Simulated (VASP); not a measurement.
Calculation: PBE GGA, VASP's PBE PAW potentials (set 64) (plane waves; VASP 6.6.1).

Input for VASP

File POSCAR:
```
SrTe
1
    0.0000000000     3.3255110000     3.2637250000
    3.3835050000     0.0000000000     3.2637250000
    3.3835050000     3.3255110000     0.0000000000
Sr Te
1 1
Direct
  0.0000000000   0.0000000000   0.0000000000
  0.4872080000   0.5127920000   0.5127920000
```

File KPOINTS:
```
Automatic
0
gamma
  11 11 11
0 0 0
```

INCAR:
```
# general
SYSTEM =SrTe
PREC   =Accurate
ENCUT  =400
LREAL  =.FALSE.
LASPH  =.TRUE.

# electronic loop
EDIFF  =1E-6
NELM   =100
ALGO   =Normal
LMAXMIX=4

# smearing
ISMEAR =0
SIGMA  =0.05

# functional
GGA    =PE

# ions
ISIF   =2

# output
LWAVE  =.FALSE.
LCHARG =.FALSE.
```

POTCAR, in this order: Sr_sv Te (PBE.64 set). Program: vasp_std.

Q: Estimate the energy per atom (σ→0), pressure, largest force.

A: 
The energy per atom (σ→0) is -4.119 eV/atom, the pressure is 1.33 GPa and the largest force comes out as 0.176 eV/Å.

**OSZICAR**
```
...
DAV:   6    -0.823544503538E+01    0.97142E-01   -0.18895E-01  6448   0.253E+00    0.942E+00
DAV:   7    -0.823881027753E+01   -0.33652E-02   -0.21389E-01  6996   0.305E+00    0.903E-01
DAV:   8    -0.823822274150E+01    0.58754E-03   -0.26730E-02  6428   0.821E-01    0.289E-01
DAV:   9    -0.823848410459E+01   -0.26136E-03   -0.92299E-04  6848   0.246E-01    0.919E-02
DAV:  10    -0.823866431818E+01   -0.18021E-03   -0.14968E-04  6372   0.841E-02    0.226E-02
DAV:  11    -0.823869037179E+01   -0.26054E-04   -0.30414E-05  6728   0.378E-02    0.246E-02
DAV:  12    -0.823869090477E+01   -0.53298E-06   -0.19304E-06  6856   0.817E-03
   1 F= -.82386909E+01 E0= -.82386909E+01  d E =-.286552E-13
```

The compound is SrTe in the rock salt structure. The cell was not relaxed at this level, atoms are displaced from their ideal sites. The run is one of a series of settings (KPOINTS 11×11×11 Γ-centred mesh against the base run), some of them coarse on purpose.
